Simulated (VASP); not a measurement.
Data:

```
CELL_PARAMETERS angstrom
      1.60408    -2.77834     0.00000
      1.60408     2.77834     0.00000
      0.00000     0.00000     5.11320
ATOMIC_POSITIONS crystal
  Mg 0.33333 0.66667 0.25000
  Mg 0.66667 0.33333 0.75000
```

The numbers are results of vdW-DF-cx, VASP's PBE PAW potentials (set 64) (plane waves; VASP), not measurements. Numerical set-up: 520 eV cut-off, 15×15×8 Γ-centred mesh, tetrahedra with Blöchl corrections, potentials Mg.

### Question
Tabulate the total density of states (states/eV per cell) against energy (eV; zero at the valence-band maximum or, without a gap, the Fermi level).

### Answer

(E (eV), DOS (states/eV)): (-8.94, 0.00); (-8.65, 0.00); (-8.27, 0.00); (-7.99, 0.00); (-7.70, 0.00); (-7.32, 0.00); (-7.04, 0.00); (-6.66, 0.17); (-6.37, 0.24); (-6.09, 0.29); (-5.71, 0.35); (-5.42, 0.39); (-5.14, 0.42); (-4.76, 0.47); (-4.48, 0.50); (-4.19, 0.53); (-3.81, 0.58); (-3.53, 0.60); (-3.24, 0.63); (-2.86, 0.67); (-2.58, 0.72); (-2.20, 0.74); (-1.91, 0.73); (-1.63, 0.83); (-1.25, 0.97); (-0.96, 0.88); (-0.68, 0.75); (-0.30, 0.73); (-0.01, 0.66); (0.27, 0.71); (0.65, 1.10); (0.94, 1.08); (1.22, 1.08); (1.60, 0.88); (1.88, 0.83); (2.26, 1.03); (2.55, 1.11); (2.83, 1.13); (3.21, 0.92); (3.50, 1.14)
Within 2 eV below the Fermi level the largest weight inside VASP's projection spheres is Mg p, then Mg s.

The compound is Mg in the hcp structure. It was relaxed first.
